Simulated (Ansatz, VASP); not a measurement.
# WS2 (Tungstenite) in two plane-wave programs, part 2 of 2

Aim: how closely do two programs agree when they are given the same cell, functional and k mesh? The cell is taken from a series of runs on this material, whose earlier steps may have relaxed, scaled, displaced or heated it; both programs get it as it stands.

VASP 6.6.1 and Ansatz 0.2.0.

So far. Step 2 (VASP: single point, PBE0): The run ends at a pressure of -3.92 GPa, with forces up to 0.51 eV/Å.

## (3) Ansatz: single point, PBE0

Level of this step: Ansatz beside VASP: Kohn-Sham DFT, plane waves, PBE0 (Ansatz).

Ansatz runs on its default PAW (the set named soft_2) files.

The same cell, functional and mesh now go to Ansatz, which takes its cutoff from its data sets.

Contents of input.yaml:

```yaml
crystal:
  lattice:
    - [3.18, 0.0, 0.0]
    - [-1.59, 2.753960784, 0.0]
    - [0.0, 0.0, 12.5]
  atoms:
    - { symbol: W, position: [0.3333333333, 0.6666666667, 0.25] }
    - { symbol: W, position: [0.6666666667, 0.3333333333, 0.75] }
    - { symbol: S, position: [0.3333333333, 0.6666666667, 0.625] }
    - { symbol: S, position: [0.6666666667, 0.3333333333, 0.125] }
    - { symbol: S, position: [0.3333333333, 0.6666666667, 0.875] }
    - { symbol: S, position: [0.6666666667, 0.3333333333, 0.375] }
kpoints:
  mp_grid: { grid: [6, 6, 2] }
  band_path:
    path:
      - [0.0, 0.0, 0.0]
      - [0.5, 0.0, 0.0]
      - [0.33333333, 0.33333333, 0.0]
      - [0.0, 0.0, 0.5]
      - [0.5, 0.0, 0.5]
      - [0.33333333, 0.33333333, 0.5]
      - [0.1666666667, 0.1666666667, 0.0]
    npoints: 1
hamiltonian:
  xc: pbe0
scf:
  occupations: { method: fixed }
  n_extra_bands: 6
output:
  eigenvalues: true
```

On the command line:

```
$ ansatz run input.yaml --threads 3 --pin off --max-ram 64512MiB --backend cuda --devices 1 --max-vram 24GiB --events-out ev --progress --plain --runs-dir out
```

Numbers of over 12 decimals in the logs are rounded to 6 here.

The program printed:

```text
scf.n_extra_bands = 6 over 26 filled bands (N_el = 52.0): the run solves 32 bands
GPUs: using 1 of 1 available (devices: 1).
Engine: ansatz 0.2.0, x86_64-unknown-linux-gnu
Pseudopotentials: kind: paw
Pseudopotential: W, paw, valence charge 14, recommended cutoff 420 eV (normal), W.paw.azcp
Pseudopotential: S, paw, valence charge 6, recommended cutoff 420 eV (normal), S.paw.azcp
Functional definition: PBE0
  parameter a = 0.25
  parameter kappa = 0.804
  parameter beta = 0.066725
  exchange = (1 - a)*pbe_x(kappa = kappa, mu = beta*pi^2/3) + a*exact_x
  correlation = pbe_c(beta = beta)
davidson cushion auto → on  (no smearing: the cushion is to keep the highest requested band from converging to the state above it; pin scf.eigensolver.cushion to override)
device memory: the entry about to start is reckoned to put 1.1 GiB on a device that reports 69.8 GiB free (of which the cap on the GPU budget leaves the run 24.0 GiB)
GPU FFT provider: cuFFT
GPU libraries: cuBLAS 13.8.2, cuFFT 12.4.0, cuSOLVER 12.3.4
Crystal: 6 atoms, lattice volume = 109.470 Å³
Basis set: ecut = 420 eV, 2129 PW (Γ)
Bands: 32, of which v1, the nominal top of the filled ones, is band 26 counted from 1 (25 counted from 0)
Symmetry: 24 space group operations
Space group: P63/mmc (ITA 194), of the structure as read, at distance tolerance 4.8e-5 Å
k-points: 14 of 72
Non-local potential: W, projectors of the file, l = 0: 3, l = 1: 2, l = 2: 2, l = 3: 1
Non-local potential: S, projectors of the file, l = 0: 2, l = 1: 2, l = 2: 2
PAW form: soft (Blöchl's): semilocal exchange-correlation on the pseudo side does not see the compensation charge
PAW frozen core: W, regenerated for the run's functional, and the local potential with it (the file was generated under x = pbe(κ = 0.804, μ = 0.219515), c = pbe(β = 0.066725))
PAW frozen core: S, regenerated for the run's functional, and the local potential with it (the file was generated under x = pbe(κ = 0.804, μ = 0.219515), c = pbe(β = 0.066725))
PAW one-centre angular grid: W, 590 points (default); XC on 64 Gauss nodes
PAW one-centre angular grid: S, 110 points (default); XC on 64 Gauss nodes
Initial density: superposition of atomic densities (neutral atoms: chi_scale 0, normalization atom), corrected by the library's trained network
Initial wavefunctions: pseudopotential atomic-orbital guess
GPU buffer pool allocated for 51840 grid points (all kernels)
GPU transforms: local potential and band sums: pruned to the plane-wave sphere, on 24×24×90
Functional: x = pbe(κ = 0.804, μ = 0.219515), c = pbe(β = 0.066725), warm-up for x = 0.75 pbe(κ = 0.804, μ = 0.219515) + 0.25 exact, c = pbe(β = 0.066725)
SCF iter   1: F=—  HF=-24382.780802 eV  |F-HF|=—  |Δ(HF+E_count)|=         —  Δρ=5.70e-3  dr2=1.71e-2  ethr=1.77e-3  ⟨swp⟩=6.4  Hψ=1970  notcnv=0
preconditioner: auto → none  [insulator: Δε(μ)=1.029 eV  Ē_g=8.430 eV  n_scr=26 (ndim 8)  ℏωp=21.3 eV  f_vac=0.025]
SCF iter   2: F=—  HF=-24382.789175 eV  |F-HF|=—  |Δ(HF+E_count)|=   8.37e-3  Δρ=3.45e-3  dr2=2.28e-2  ethr=3.29e-5  ⟨swp⟩=4.1  Hψ=1439  notcnv=0
SCF iter   3: F=—  HF=-24382.789540 eV  |F-HF|=—  |Δ(HF+E_count)|=   3.64e-4  Δρ=2.43e-3  dr2=1.26e-2  ethr=3.29e-5  ⟨swp⟩=3.9  Hψ=1212  notcnv=0
SCF iter   4: F=—  HF=-24382.789405 eV  |F-HF|=—  |Δ(HF+E_count)|=   1.35e-4  Δρ=1.18e-3  dr2=2.24e-3  ethr=2.42e-5  ⟨swp⟩=2.1  Hψ=996  notcnv=0
iter 5 solved again at ethr=1.02e-7 eV; its pass at ethr=4.30e-6 eV (dr2=5.29e-5 eV) is discarded
SCF iter   5: F=-24382.789696 eV  HF=-24382.789697 eV  |F-HF|=1.44e-6  |Δ(HF+E_count)|=   2.93e-4  Δρ=2.41e-4  dr2=5.14e-5  ethr=1.02e-7  ⟨swp⟩=3.1  Hψ=2203  notcnv=0
SCF 1 stopped early in 5 iterations: F = -24382.789696 eV  dr2 = 5.14e-5
  greatest PAW one-centre occupation: 0.999 electrons in one spin orbital (limit 2), on the W atom at site 1 (counted from 0), in its partial waves of l = 0
device memory: the entry about to start is reckoned to put 1.5 GiB (of the 1.5 GiB reckoned in all, the device holds 0.1 GiB already) on a device that reports 69.7 GiB free (of which the cap on the GPU budget leaves the run 23.9 GiB)
GPU FFT provider: cuFFT
GPU libraries: cuBLAS 13.8.2, cuFFT 12.4.0, cuSOLVER 12.3.4
Initial density: handed on by an earlier stage of this run
Initial wavefunctions: those handed on with the density
GPU buffer pool allocated for 51840 grid points (all kernels)
GPU transforms: local potential and band sums: pruned to the plane-wave sphere, on 24×24×90
Functional: x = 0.75 pbe(κ = 0.804, μ = 0.219515) + 0.25 exact, c = pbe(β = 0.066725)
Exchange kernel: α = 0.2500, full range, Wigner–Seitz truncation, v(0) = 13465.6367 eV·Å³, q-mesh 6×6×2, nearest image of the exchange supercell L = 19.08 Å, pair-density grid 15×15×60, without the augmentation charges, whose exchange is taken in its separable form by FFT convolution over the k-point mesh (sized by the pseudopotential files, 20×20×90 at the most), smooth part of the exact exchange by density-matrix convolution in up to 3.03 GiB of GPU memory as planned if the GPU has room (build and FFT work areas not counted)
Frozen-core exchange: fock
SCF iter   1: F=—  HF=-24382.700296 eV  |F-HF|=—  |Δ(HF+E_count)|=         —  Δρ=7.38e-3  dr2=1.11e-1  ethr=9.88e-7  ⟨swp⟩=6.8  Hψ=2395  notcnv=0
preconditioner: auto → none  [insulator: Δε(μ)=2.169 eV  Ē_g=10.630 eV  n_scr=26 (ndim 8)  ℏωp=21.3 eV  f_vac=0.021]
SCF iter   2: F=—  HF=-24382.693916 eV  |F-HF|=—  |Δ(HF+E_count)|=   6.38e-3  Δρ=5.57e-3  dr2=1.28e-1  ethr=9.88e-7  ⟨swp⟩=5.8  Hψ=2127  notcnv=0
SCF iter   3: F=—  HF=-24382.670066 eV  |F-HF|=—  |Δ(HF+E_count)|=   2.39e-2  Δρ=1.86e-3  dr2=5.96e-3  ethr=9.88e-7  ⟨swp⟩=5.0  Hψ=1874  notcnv=0
SCF iter   4: F=—  HF=-24382.689290 eV  |F-HF|=—  |Δ(HF+E_count)|=   1.92e-2  Δρ=1.44e-3  dr2=2.62e-3  ethr=9.88e-7  ⟨swp⟩=4.1  Hψ=1640  notcnv=0
SCF iter   5: F=—  HF=-24382.688588 eV  |F-HF|=—  |Δ(HF+E_count)|=   7.02e-4  Δρ=4.49e-4  dr2=1.92e-4  ethr=9.88e-7  ⟨swp⟩=4.0  Hψ=1410  notcnv=0
SCF iter   6: F=—  HF=-24382.689387 eV  |F-HF|=—  |Δ(HF+E_count)|=   7.99e-4  Δρ=2.12e-4  dr2=4.32e-5  ethr=1.86e-7  ⟨swp⟩=3.9  Hψ=1407  notcnv=0
SCF iter   7: F=-24382.689373 eV  HF=-24382.689373 eV  |F-HF|=1.06e-7  |Δ(HF+E_count)|=   1.37e-5  Δρ=1.93e-5  dr2=4.15e-6  ethr=7.55e-8  ⟨swp⟩=3.0  Hψ=1175  notcnv=0
SCF 2 stopped early in 7 iterations: F = -24382.689373 eV  dr2 = 4.15e-6
  greatest PAW one-centre occupation: 0.998 electrons in one spin orbital (limit 2), on the W atom at site 0 (counted from 0), in its partial waves of l = 0
hybrid outer 1: dexx = +2.516e-2 eV, tail = 3.43e-5 eV
GPU FFT provider: cuFFT
GPU libraries: cuBLAS 13.8.2, cuFFT 12.4.0, cuSOLVER 12.3.4
GPU buffer pool allocated for 51840 grid points (all kernels)
GPU transforms: local potential and band sums: pruned to the plane-wave sphere, on 24×24×90
Exchange kernel: α = 0.2500, full range, Wigner–Seitz truncation, v(0) = 13465.6367 eV·Å³, q-mesh 6×6×2, nearest image of the exchange supercell L = 19.08 Å, pair-density grid 15×15×60, without the augmentation charges, whose exchange is taken in its separable form by FFT convolution over the k-point mesh (sized by the pseudopotential files, 20×20×90 at the most), smooth part of the exact exchange by density-matrix convolution in up to 3.03 GiB of GPU memory as planned if the GPU has room (build and FFT work areas not counted)
Frozen-core exchange: fock
SCF iter   1: F=—  HF=-24382.689410 eV  |F-HF|=—  |Δ(HF+E_count)|=         —  Δρ=6.33e-5  dr2=2.72e-6  ethr=3.30e-7  ⟨swp⟩=3.0  Hψ=1075  notcnv=0
preconditioner: auto → none  [insulator: Δε(μ)=2.236 eV  Ē_g=10.561 eV  n_scr=26 (ndim 8)  ℏωp=21.3 eV  f_vac=0.022]
iter 2 solved again at ethr=3.02e-10 eV; its pass at ethr=4.35e-9 eV (dr2=1.57e-7 eV) is discarded
SCF iter   2: F=—  HF=-24382.689409 eV  |F-HF|=—  |Δ(HF+E_count)|=   8.18e-7  Δρ=2.06e-5  dr2=5.94e-7  ethr=3.02e-10  ⟨swp⟩=2.0  Hψ=2320  notcnv=0
SCF iter   3: F=—  HF=-24382.689412 eV  |F-HF|=—  |Δ(HF+E_count)|=   3.37e-6  Δρ=1.24e-5  dr2=1.15e-7  ethr=3.01e-10  ⟨swp⟩=4.1  Hψ=1423  notcnv=0
SCF iter   4: F=-24382.689412 eV  HF=-24382.689412 eV  |F-HF|=7.53e-10  |Δ(HF+E_count)|=   3.45e-8  Δρ=1.40e-6  dr2=6.13e-8  ethr=1.90e-10  ⟨swp⟩=2.9  Hψ=1040  notcnv=0
SCF 3 converged in 4 iterations: F = -24382.689412 eV  dr2 = 6.13e-8
hybrid outer 2: dexx = +4.717e-6 eV, tail = 1.38e-7 eV, Δε = 2.38e-3 eV (about 1.42e-4 eV left of the loop's levels)
the search or the solves at the SCF's close seem to have found levels that the self-consistency loop had missed (the run counts 1). By its estimate they hold under 1e-12 electrons; where the run keeps them, the occupations were computed again with them
device memory: the entry about to start is reckoned to put 0.7 GiB on a device that reports 69.7 GiB free (of which the cap on the GPU budget leaves the run 24.0 GiB)
NSCF: frozen V_eff on 7 k-points
hybrid SCF converged: 2 outer / 11 inner (+5 warm-up), last move |dexx| = 4.72e-6 eV, tail = 1.38e-7 eV
Stability not checked: this state was not tested for a lower state beside it, because the functional holds exact exchange (a hybrid, or Hartree-Fock), whose exchange loop this test does not read (fock_operator; see scf.lower_state_search)
Free energy (F): -24382.689413 eV
Frozen-core exchange: fock
Harris-Foulkes:  -24382.689413 eV  (|F-HF|=7.53e-10)
Internal energy: -24382.689413 eV  (E = F + TS)
E sigma→0 (E₀):  -24382.689413 eV
Fermi energy:    10.613620 eV
--- Per-component energies (eV) ---
  E_band       = -506.104640
  E_kinetic    = 1327.484413
  E_local      = -3622.873713  (includes V_loc(G=0)·N_el)
  E_nonlocal   = 115.538687
  E_hartree    = 1438.518756
  E_xc         = -711.607886
  E_vxc        = -640.984233  (∫ρ·V_xc dr)
  E_exx        = -147.924194  (= α·E_x^exact, valence–valence)
  E_paw        = -19587.831651  (= ΣΔE_a)
  E_vpaw       = -266.460239  (= ΣTr[D̂ρ^β])
  E_aug_tail   = -0.000117  (compensation charges beyond the density's cutoff)
  E_ewald      = -3187.763116
  E_core_change = -6.230592  (= ΣΔE_core)
  E_smearing   = -0.000000  (= −TS)
  E_closure    = -0.000000  (closes the sum)
  Σ components = -24382.689413   (vs F -24382.689413, Δ=0.00e0)
--- Band table (eV; the first three rows and the last of 14) ---
  k-point 0: bands = [... 22 lower, 8.0515, 8.6855, 9.3825, 10.6136, 14.2363, 14.2363, 14.2480, 14.2480, ... 2 higher]
  k-point 1: bands = [... 22 lower, 8.0268, 8.0268, 10.2510, 10.2510, 14.2298, 14.2298, 14.2298, 14.2298, ... 2 higher]
  k-point 2: bands = [... 22 lower, 7.9073, 8.7844, 9.2679, 9.6970, 13.4519, 13.9009, 14.0948, 14.1265, ... 2 higher]
  k-point 13: bands = [... 22 lower, 7.0504, 7.0504, 9.9137, 9.9137, 12.8878, 12.8878, 14.6934, 14.6934, ... 2 higher]
```

## (4) Differences

Known differences besides the potentials themselves: exact exchange at q = 0 is treated differently, which shows on coarse meshes; VASP keeps PBE cores, Ansatz makes them for the functional; fixed occupations in Ansatz, narrow Gaussian smearing in VASP; the data sets hold 52 valence electrons in Ansatz (on its default PAW (the set named soft_2) files) and 36 in VASP; the cutoff is 420 eV in Ansatz and 400 eV in VASP; VASP takes a coarser grid for exact exchange (PRECFOCK = Fast). Total energies have different zeros and are not compared.

Compared:

```tsv
quantity	Ansatz	VASP	difference
gap on the k mesh (eV)	2.236	2.299	-0.063
```

A gap on the mesh is an upper bound, since the band edges may lie between its points; neither run holds spin-orbit coupling, which can move the band edges of a compound of W.

## (5) Outcome

```
difference in gap on the k mesh (single point, PBE0) : -0.063 eV
```

The difference in gap on the k mesh is -0.063 eV (single point, PBE0), within the 0.08 eV picked in this series as the mark of a large difference. The data sets hold unlike numbers of valence electrons (52 in Ansatz and 36 in VASP), so part of the differences comes from the potentials. How closely two codes agree says nothing of how well the functional describes the real material.

[Lines on the potential files, build, host, timing and source positions are cut from VASP's logs without a mark.]

[Logs are printed without paths, hosts, clocks, repeated set-up lines and the standing remarks that a program may print on its own settings, such as how far it seeks lower states.]

[Hosts, paths, dates, database ids (printed as entryN), source tags and the programs' standing remarks are cut or masked in the printed files.]
